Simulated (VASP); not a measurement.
# GW on C (Diamond), part 3 of 4

How does the gap of C (Diamond) change from the starting functional to GW? The cell has space group Fd-3m. The start is a cell from a database of measured crystal structures.

VASP 6.6.1, plane waves and PAW; the level of theory is named at each step.

So far, quasiparticle gap on the mesh (eV): step 4 (G0W0, ENCUTGW 80, bands in the sums 32) 5.51; step 6 (G0W0, ENCUTGW 100, bands in the sums 32) 5.61.

### Step 8. G0W0, ENCUTGW 120, bands in the sums 40

This step: G0W0 on PBE; plane waves and PAW (C_GW) (VASP 6.6.1).

ENCUTGW rises to 120 eV and the bands with it, to about the number of plane waves under that cutoff.

The input, INCAR:

```
SYSTEM = C
PREC = Accurate
ENCUT = 440
ISMEAR = 0
SIGMA = 0.01
LREAL = .FALSE.
GGA = PE
NBANDS = 40
ALGO = EVGW0
NELMGW = 1
ENCUTGW = 120
NOMEGA = 64
PRECFOCK = Fast
NBANDSGW = 16
LWAVE = .FALSE.
LCHARG = .FALSE.
```

The input, POSCAR:

```
C
1.0
    0.0000000000      1.7833700000      1.7833700000
    1.7833700000      0.0000000000      1.7833700000
    1.7833700000      1.7833700000      0.0000000000
C
2
Direct
    0.7500000000      0.7500000000      0.7500000000
    0.5000000000      0.5000000000      0.5000000000
```

The input, KPOINTS:

```
Automatic mesh
0
Gamma
4 4 4
0 0 0
```

Potentials, in the order of the species: C_GW (PBE family, release 64).

The run is started by

```
mpirun -np 8 vasp_std
```

Log:

```text
[banner, memory and clock lines left out]
running    8 mpi-ranks, on    1 nodes
[...]
[... a notice as in an earlier step ...]

|                                                                             |
|           W    W    AA    RRRRR   N    N  II  N    N   GGGG   !!!           |
|           W    W   A  A   R    R  NN   N  II  NN   N  G    G  !!!           |
|           W    W  A    A  R    R  N N  N  II  N N  N  G       !!!           |
|           W WW W  AAAAAA  RRRRR   N  N N  II  N  N N  G  GGG   !            |
|           WW  WW  A    A  R   R   N   NN  II  N   NN  G    G                |
|           W    W  A    A  R    R  N    N  II  N    N   GGGG   !!!           |
|                                                                             |
|     The default for ENCUTGWSOFT is different in this version of VASP.       |
|     please manually set ENCUTGWSOFT =120 in the INCAR file.                 |
|                                                                             |

[...]
total number of BLAS operations          1.27 Gflops
NQ=   4    0.2500    0.2500    0.0000,
|.........|.........|.........|.........|.........|.........|.........|.........
 performed        210000 updates of chi_q(r,r)
 total number of BLAS operations          1.64 Gflops
NQ=   5    0.5000    0.2500    0.0000,
|.........|.........|.........|.........|.........|.........|.........|.........
 performed        302000 updates of chi_q(r,r)
 total number of BLAS operations          2.45 Gflops
NQ=   6   -0.2500    0.2500    0.0000,
|.........|.........|.........|.........|.........|.........|.........|.........
 performed        384000 updates of chi_q(r,r)
 total number of BLAS operations          3.21 Gflops
NQ=   7    0.5000    0.5000    0.0000,
|.........|.........|.........|.........|.........|.........|.........|.........
 performed        430000 updates of chi_q(r,r)
 total number of BLAS operations          3.81 Gflops
NQ=   8   -0.2500    0.5000    0.2500,
|.........|.........|.........|.........|.........|.........|.........|.........
 performed        491000 updates of chi_q(r,r)
 total number of BLAS operations          4.32 Gflops
 resolving degeneracies of screened two electron integrals

 calculate QP shifts <psi_nk| G(iteration)W_0 |psi_nk>: iteration 1
 entering main loop
[key lines of the parts left out:]
E-fermi :  12.0111
```

Elapsed: 2 s, on 8 MPI ranks of Intel Xeon 6975P-C (Granite Rapids), shared host; peak memory 0.75 GiB; 9.4 s of CPU time.

From OUTCAR (step 8):

```text
 QP shifts <psi_nk| G(iteration)W_0 |psi_nk>: iteration 1
 for sc-GW calculations column KS-energies equals QP-energies in previous step
 and V_xc(KS)=  KS-energies - (<T + V_ion + V_H > + <T+V_H+V_ion>^1  + <V_x>^1)
 k-point   1 :       0.0000    0.0000    0.0000
  band No.  KS-energies  QP-energies   sigma(KS)   V_xc(KS)     V^pw_x(r,r')   Z            occupation Imag(sigma)
      1     -11.6919     -13.1362     -16.6431     -14.7702     -25.4036       0.7711       2.0000       1.3975
      2       9.7941       9.4620     -17.2061     -16.8027     -19.5047       0.8232       2.0000       0.0614
      3       9.7941       9.4620     -17.2061     -16.8027     -19.5047       0.8232       2.0000       0.0614
      4       9.7941       9.4620     -17.2061     -16.8027     -19.5047       0.8232       2.0000       0.0614
      5      15.3788      16.6373     -13.9847     -15.5181      -9.0970       0.8207       0.0000      -0.0844
      6      15.3788      16.6373     -13.9847     -15.5181      -9.0970       0.8207       0.0000      -0.0844
      7      15.3788      16.6373     -13.9847     -15.5181      -9.0970       0.8207       0.0000      -0.0844
      8      23.1128      24.3457     -14.7848     -16.3824      -7.6915       0.7717       0.0000      -0.2080
    ...

[... 1 part as in an earlier step ...]

[... 2 further parts left out ...]
[key lines of the parts left out:]
E-fermi :  12.0111
```

The gap is now 5.686 eV, +75 meV against the GW run before. The mesh misses a band edge: at the starting level the path gave a gap 0.32 eV smaller.

### Step 9. Empty bands

This step: PBE; plane waves and PAW (C_GW) (VASP 6.6.1).

The empty bands are made again, for the run that follows.

The input, INCAR:

```
SYSTEM = C
PREC = Accurate
ENCUT = 440
ISMEAR = 0
SIGMA = 0.01
LREAL = .FALSE.
GGA = PE
NBANDS = 48
ALGO = Exact
NELM = 1
LWAVE = .TRUE.
LCHARG = .FALSE.
LOPTICS = .TRUE.
NEDOS = 1000
CSHIFT = 0.1
```

POSCAR is that of step 8.

KPOINTS is that of step 8.

The run is started by

```
mpirun -np 8 vasp_std
```

Log:

```text
[banner, memory and clock lines left out]
running    8 mpi-ranks, on    1 nodes
[...]
[... a notice as in an earlier step ...]

 LDA part: xc-table for (Slater+PW92), standard interpolation
 found WAVECAR, reading the header
  number of bands has changed, file:    10 present:    48
  trying to continue reading WAVECAR, but it might fail
 POSCAR, INCAR and KPOINTS ok, starting setup
[...]
reading WAVECAR
 random initialization beyond band           10
 the WAVECAR file was read successfully
 initial charge from wavefunction
 entering main loop
       N       E                     dE             d eps       ncg     rms          rms(c)
[... 1 cycle as in an earlier step ...]
   1 F= -.18030285E+02 E0= -.18030285E+02  d E =-.149353-110
 writing wavefunctions
 optical routines
 imaginary and real dielectric function
 recalculating local potential from charge density
 direction            1
 direction            2
 direction            3
```

Elapsed: 1.2 s, on 8 MPI ranks; peak memory 0.77 GiB.

Parts of OUTCAR (step 9):

```text
 POSITION                                       TOTAL-FORCE (eV/Angst)
 -----------------------------------------------------------------------------------
      2.67505      2.67505      2.67505        -0.000000     -0.000000     -0.000000
      1.78337      1.78337      1.78337         0.000000      0.000000      0.000000
 -----------------------------------------------------------------------------------
    total drift:                                0.000000     -0.000000      0.000000

[... 4 parts as in an earlier step ...]

[... 2 further parts left out ...]
[key lines of the parts left out:]
E-fermi :   9.9512
```

WAVECAR now holds 48 bands for 8 electrons.

### Step 10. G0W0, ENCUTGW 145, bands in the sums 48

This step: G0W0 on PBE; plane waves and PAW (C_GW) (VASP 6.6.1).

ENCUTGW rises to 145 eV and the bands with it, to about the number of plane waves under that cutoff.

The input, INCAR:

```
SYSTEM = C
PREC = Accurate
ENCUT = 440
ISMEAR = 0
SIGMA = 0.01
LREAL = .FALSE.
GGA = PE
NBANDS = 48
ALGO = EVGW0
NELMGW = 1
ENCUTGW = 145
NOMEGA = 64
PRECFOCK = Fast
NBANDSGW = 16
LWAVE = .FALSE.
LCHARG = .FALSE.
```

POSCAR is that of step 9.

KPOINTS is that of step 9.

The run is started by

```
mpirun -np 8 vasp_std
```

Log:

```text
[banner, memory and clock lines left out]
running    8 mpi-ranks, on    1 nodes
[...]
[... a notice as in an earlier step ...]

|                                                                             |
|           W    W    AA    RRRRR   N    N  II  N    N   GGGG   !!!           |
|           W    W   A  A   R    R  NN   N  II  NN   N  G    G  !!!           |
|           W    W  A    A  R    R  N N  N  II  N N  N  G       !!!           |
|           W WW W  AAAAAA  RRRRR   N  N N  II  N  N N  G  GGG   !            |
|           WW  WW  A    A  R   R   N   NN  II  N   NN  G    G                |
|           W    W  A    A  R    R  N    N  II  N    N   GGGG   !!!           |
|                                                                             |
|     The default for ENCUTGWSOFT is different in this version of VASP.       |
|     please manually set ENCUTGWSOFT =145 in the INCAR file.                 |
|                                                                             |

[...]
total number of BLAS operations          3.13 Gflops
NQ=   4    0.2500    0.2500    0.0000,
|.........|.........|.........|.........|.........|.........|.........|.........
 performed        253000 updates of chi_q(r,r)
 total number of BLAS operations          4.81 Gflops
NQ=   5    0.5000    0.2500    0.0000,
|.........|.........|.........|.........|.........|.........|.........|.........
 performed        364000 updates of chi_q(r,r)
 total number of BLAS operations          6.70 Gflops
NQ=   6   -0.2500    0.2500    0.0000,
|.........|.........|.........|.........|.........|.........|.........|.........
 performed        463000 updates of chi_q(r,r)
 total number of BLAS operations          8.10 Gflops
NQ=   7    0.5000    0.5000    0.0000,
|.........|.........|.........|.........|.........|.........|.........|.........
 performed        519000 updates of chi_q(r,r)
 total number of BLAS operations          8.82 Gflops
NQ=   8   -0.2500    0.5000    0.2500,
|.........|.........|.........|.........|.........|.........|.........|.........
 performed        593000 updates of chi_q(r,r)
 total number of BLAS operations          9.98 Gflops
 resolving degeneracies of screened two electron integrals

 calculate QP shifts <psi_nk| G(iteration)W_0 |psi_nk>: iteration 1
 entering main loop
[key lines of the parts left out:]
E-fermi :  12.0111
```

Wall time 2.6 s (8 MPI ranks); peak memory 0.79 GiB; 12 s of CPU time.

OUTCAR, selected parts (step 10):

```text
 QP shifts <psi_nk| G(iteration)W_0 |psi_nk>: iteration 1
 for sc-GW calculations column KS-energies equals QP-energies in previous step
 and V_xc(KS)=  KS-energies - (<T + V_ion + V_H > + <T+V_H+V_ion>^1  + <V_x>^1)
 k-point   1 :       0.0000    0.0000    0.0000
  band No.  KS-energies  QP-energies   sigma(KS)   V_xc(KS)     V^pw_x(r,r')   Z            occupation Imag(sigma)
      1     -11.6919     -13.2294     -16.7625     -14.7702     -25.4036       0.7717       2.0000       1.3978
      2       9.7941       9.3198     -17.3794     -16.8027     -19.5047       0.8224       2.0000       0.0616
      3       9.7941       9.3198     -17.3794     -16.8027     -19.5047       0.8224       2.0000       0.0616
      4       9.7941       9.3198     -17.3794     -16.8027     -19.5047       0.8224       2.0000       0.0616
      5      15.3788      16.5416     -14.0990     -15.5181      -9.0970       0.8194       0.0000      -0.0853
      6      15.3788      16.5416     -14.0990     -15.5181      -9.0970       0.8194       0.0000      -0.0853
      7      15.3788      16.5416     -14.0990     -15.5181      -9.0970       0.8194       0.0000      -0.0853
      8      23.1128      24.2064     -14.9598     -16.3824      -7.6915       0.7688       0.0000      -0.2134
    ...

[... 1 part as in an earlier step ...]

[... 2 further parts left out ...]
[key lines of the parts left out:]
E-fermi :  12.0111
```

The gap is now 5.746 eV, +60 meV against the GW run before. The mesh misses a band edge: at the starting level the path gave a gap 0.32 eV smaller.

### Step 11. Empty bands

This step: PBE; plane waves and PAW (C_GW) (VASP 6.6.1).

The empty bands are made again, for the run that follows.

The input, INCAR:

```
SYSTEM = C
PREC = Accurate
ENCUT = 440
ISMEAR = 0
SIGMA = 0.01
LREAL = .FALSE.
GGA = PE
NBANDS = 64
ALGO = Exact
NELM = 1
LWAVE = .TRUE.
LCHARG = .FALSE.
LOPTICS = .TRUE.
NEDOS = 1000
CSHIFT = 0.1
```

POSCAR is that of step 10.

KPOINTS is that of step 10.

The run is started by

```
mpirun -np 8 vasp_std
```

Log:

```text
[banner, memory and clock lines left out]
running    8 mpi-ranks, on    1 nodes
[...]
[... a notice as in an earlier step ...]

 LDA part: xc-table for (Slater+PW92), standard interpolation
 found WAVECAR, reading the header
  number of bands has changed, file:    10 present:    64
  trying to continue reading WAVECAR, but it might fail
 POSCAR, INCAR and KPOINTS ok, starting setup
[...]
reading WAVECAR
 random initialization beyond band           10
 the WAVECAR file was read successfully
 initial charge from wavefunction
 entering main loop
       N       E                     dE             d eps       ncg     rms          rms(c)
[... 1 cycle as in an earlier step ...]
   1 F= -.18030285E+02 E0= -.18030285E+02  d E =-.777159-144
 writing wavefunctions
 optical routines
 imaginary and real dielectric function
 recalculating local potential from charge density
 direction            1
 direction            2
 direction            3
```

Elapsed: 1 s, on 8 MPI ranks; peak memory 0.78 GiB.

From OUTCAR (step 11):

```text
  Total       -0.2133314     -0.2133314     -0.2133314     -0.0000000      0.0000000     -0.0000000
  in kB      -30.1308290    -30.1308290    -30.1308290     -0.0000000      0.0000000     -0.0000000
  external PRESSURE =     -30.1308290 kB  Pullay stress =       0.0000000 kB

[... 4 parts as in an earlier step ...]

[... 2 further parts left out ...]
[key lines of the parts left out:]
E-fermi :   9.9740
```

WAVECAR now holds 64 bands for 8 electrons.

### Step 12. G0W0, ENCUTGW 170, bands in the sums 64

This step: G0W0 on PBE; plane waves and PAW (C_GW) (VASP 6.6.1).

ENCUTGW rises to 170 eV and the bands with it, to about the number of plane waves under that cutoff.

The input, INCAR:

```
SYSTEM = C
PREC = Accurate
ENCUT = 440
ISMEAR = 0
SIGMA = 0.01
LREAL = .FALSE.
GGA = PE
NBANDS = 64
ALGO = EVGW0
NELMGW = 1
ENCUTGW = 170
NOMEGA = 64
PRECFOCK = Fast
NBANDSGW = 16
LWAVE = .FALSE.
LCHARG = .FALSE.
```

POSCAR is that of step 11.

KPOINTS is that of step 11.

The run is started by

```
mpirun -np 8 vasp_std
```

Log:

```text
[banner, memory and clock lines left out]
running    8 mpi-ranks, on    1 nodes
[...]
[... a notice as in an earlier step ...]

|                                                                             |
|           W    W    AA    RRRRR   N    N  II  N    N   GGGG   !!!           |
|           W    W   A  A   R    R  NN   N  II  NN   N  G    G  !!!           |
|           W    W  A    A  R    R  N N  N  II  N N  N  G       !!!           |
|           W WW W  AAAAAA  RRRRR   N  N N  II  N  N N  G  GGG   !            |
|           WW  WW  A    A  R   R   N   NN  II  N   NN  G    G                |
|           W    W  A    A  R    R  N    N  II  N    N   GGGG   !!!           |
|                                                                             |
|     The default for ENCUTGWSOFT is different in this version of VASP.       |
|     please manually set ENCUTGWSOFT =170 in the INCAR file.                 |
|                                                                             |

[...]
total number of BLAS operations          6.33 Gflops
NQ=   4    0.2500    0.2500    0.0000,
|.........|.........|.........|.........|.........|.........|.........|.........
 performed        343000 updates of chi_q(r,r)
 total number of BLAS operations          9.33 Gflops
NQ=   5    0.5000    0.2500    0.0000,
|.........|.........|.........|.........|.........|.........|.........|.........
 performed        492000 updates of chi_q(r,r)
 total number of BLAS operations         13.22 Gflops
NQ=   6   -0.2500    0.2500    0.0000,
|.........|.........|.........|.........|.........|.........|.........|.........
 performed        625000 updates of chi_q(r,r)
 total number of BLAS operations         16.68 Gflops
NQ=   7    0.5000    0.5000    0.0000,
|.........|.........|.........|.........|.........|.........|.........|.........
 performed        700000 updates of chi_q(r,r)
 total number of BLAS operations         19.16 Gflops
NQ=   8   -0.2500    0.5000    0.2500,
|.........|.........|.........|.........|.........|.........|.........|.........
 performed        800000 updates of chi_q(r,r)
 total number of BLAS operations         21.68 Gflops
 resolving degeneracies of screened two electron integrals

 calculate QP shifts <psi_nk| G(iteration)W_0 |psi_nk>: iteration 1
 entering main loop
[key lines of the parts left out:]
E-fermi :  12.0111
```

Wall time 2.2 s (8 MPI ranks); peak memory 0.82 GiB.

OUTCAR, selected parts (step 12):

```text
 QP shifts <psi_nk| G(iteration)W_0 |psi_nk>: iteration 1
 for sc-GW calculations column KS-energies equals QP-energies in previous step
 and V_xc(KS)=  KS-energies - (<T + V_ion + V_H > + <T+V_H+V_ion>^1  + <V_x>^1)
 k-point   1 :       0.0000    0.0000    0.0000
  band No.  KS-energies  QP-energies   sigma(KS)   V_xc(KS)     V^pw_x(r,r')   Z            occupation Imag(sigma)
      1     -11.6919     -13.3104     -16.8660     -14.7702     -25.4036       0.7722       2.0000       1.3957
      2       9.7941       9.1777     -17.5507     -16.8027     -19.5047       0.8241       2.0000       0.0614
      3       9.7941       9.1777     -17.5507     -16.8027     -19.5047       0.8241       2.0000       0.0614
      4       9.7941       9.1777     -17.5507     -16.8027     -19.5047       0.8241       2.0000       0.0614
      5      15.3788      16.4454     -14.2209     -15.5181      -9.0970       0.8222       0.0000      -0.0829
      6      15.3788      16.4454     -14.2209     -15.5181      -9.0970       0.8222       0.0000      -0.0829
      7      15.3788      16.4454     -14.2209     -15.5181      -9.0970       0.8222       0.0000      -0.0829
      8      23.1128      24.0530     -15.1549     -16.3824      -7.6915       0.7659       0.0000      -0.2140
    ...

[... 1 part as in an earlier step ...]

[... 2 further parts left out ...]
[key lines of the parts left out:]
E-fermi :  12.0111
```

The gap is now 5.793 eV, +47 meV against the GW run before. The mesh misses a band edge: at the starting level the path gave a gap 0.32 eV smaller.

### Step 13. Empty bands

This step: PBE; plane waves and PAW (C_GW) (VASP 6.6.1).

The empty bands are made again, for the run that follows.

The input, INCAR:

```
SYSTEM = C
PREC = Accurate
ENCUT = 440
ISMEAR = 0
SIGMA = 0.01
LREAL = .FALSE.
GGA = PE
NBANDS = 80
ALGO = Exact
NELM = 1
LWAVE = .TRUE.
LCHARG = .FALSE.
LOPTICS = .TRUE.
NEDOS = 1000
CSHIFT = 0.1
```

POSCAR is that of step 12.

KPOINTS is that of step 12.

The run is started by

```
mpirun -np 8 vasp_std
```

Log:

```text
[banner, memory and clock lines left out]
running    8 mpi-ranks, on    1 nodes
[...]
[... a notice as in an earlier step ...]

 LDA part: xc-table for (Slater+PW92), standard interpolation
 found WAVECAR, reading the header
  number of bands has changed, file:    10 present:    80
  trying to continue reading WAVECAR, but it might fail
 POSCAR, INCAR and KPOINTS ok, starting setup
[...]
reading WAVECAR
 random initialization beyond band           10
 the WAVECAR file was read successfully
 initial charge from wavefunction
 entering main loop
       N       E                     dE             d eps       ncg     rms          rms(c)
[... 1 cycle as in an earlier step ...]
   1 F= -.18030285E+02 E0= -.18030285E+02  d E =-.104313E-94
 writing wavefunctions
 optical routines
 imaginary and real dielectric function
 recalculating local potential from charge density
 direction            1
 direction            2
 direction            3
```

It took 1 s on 8 MPI ranks; peak memory 0.8 GiB.

Parts of OUTCAR (step 13):

```text
[... 5 parts as in an earlier step ...]

[... 2 further parts left out ...]
[key lines of the parts left out:]
E-fermi :   9.9392
```

WAVECAR now holds 80 bands for 8 electrons.

(Continued in part 4 of 4.)

[Lines on the potential files, build, host, timing and source positions are cut from VASP's logs without a mark.]

[Logs are printed without paths, hosts, clocks, repeated set-up lines and the standing remarks that a program may print on its own settings, such as how far it seeks lower states.]

[Hosts, paths, dates, database ids (printed as entryN), source tags and the programs' standing remarks are cut or masked in the printed files.]

[Pressures printed for these runs are not shown converged in the cutoff: they can be off by several GPa and have the wrong sign.]
